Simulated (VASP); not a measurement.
Method: LDA (Ceperley-Alder, Perdew-Zunger), VASP's LDA PAW potentials (set 64) (plane waves; VASP).

VASP ran on this input.

### POSCAR
```
MgO
1.0
  0.0000000000   2.0535250860   2.0535250860
  2.0535250860   0.0000000000   2.0535250860
  2.0535250860   2.0535250860   0.0000000000
Mg O
1 1
Cartesian
  0.0000000000   0.0000000000   0.0000000000
  2.0535250860   2.0535250860   2.0535250860
```

### KPOINTS
```
Automatic mesh
0
Gamma
11 11 11
0 0 0
```

**INCAR**
```
SYSTEM=MgO
ALGO=Normal
NELM=100   # most electronic steps
IBRION=2   # conjugate gradients
LWAVE=.FALSE.
LCHARG=.FALSE.
EDIFFG=-0.02
LASPH=.TRUE.
LREAL=.FALSE.
ISMEAR=0   # Gaussian
SIGMA=0.05   # width (eV)
NSW=40   # most ionic steps
EDIFF=1E-6   # SCF stop (eV)
ISIF=3   # ions, shape and volume
ENCUT=620   # plane-wave cut-off (eV)
PSTRESS=100   # kbar
PREC=Accurate
```

POTCAR, in this order: Mg O (LDA.64 set). Program: vasp_std.

Energy and stress use the plane-wave basis of the starting cell.

Q: Predict the energy per atom (σ→0), volume per atom, band gap (on the k-mesh).

A: 
| Property | Value |
|---|---|
| energy per atom (σ→0) | -6.711 eV/atom |
| band gap (on the k-mesh) | 5.69 eV |
| volume per atom | 8.46 Å^3/atom |

File OSZICAR:
```
...
   2 F= -.12364136E+02 E0= -.12364136E+02  d E =-.372977E-02
       N       E                     dE             d eps       ncg     rms          rms(c)
DAV:   1    -0.134343645923E+02   -0.30524E-01   -0.26187E-01   896   0.530E+00    0.820E-01
DAV:   2    -0.134226264973E+02    0.11738E-01   -0.80570E-02   896   0.216E+00    0.809E-02
DAV:   3    -0.134225066522E+02    0.11985E-03   -0.57754E-04   976   0.309E-01    0.488E-02
DAV:   4    -0.134224394640E+02    0.67188E-04   -0.57718E-05   912   0.800E-02    0.105E-02
DAV:   5    -0.134224385173E+02    0.94663E-06   -0.68049E-06   984   0.209E-02
   3 F= -.12366838E+02 E0= -.12366838E+02  d E =-.643177E-02
```

The compound is MgO in the rock salt structure. This run relaxes it under an external pressure of 10 GPa. Symmetry was kept, so distortions that lower it aren't found.
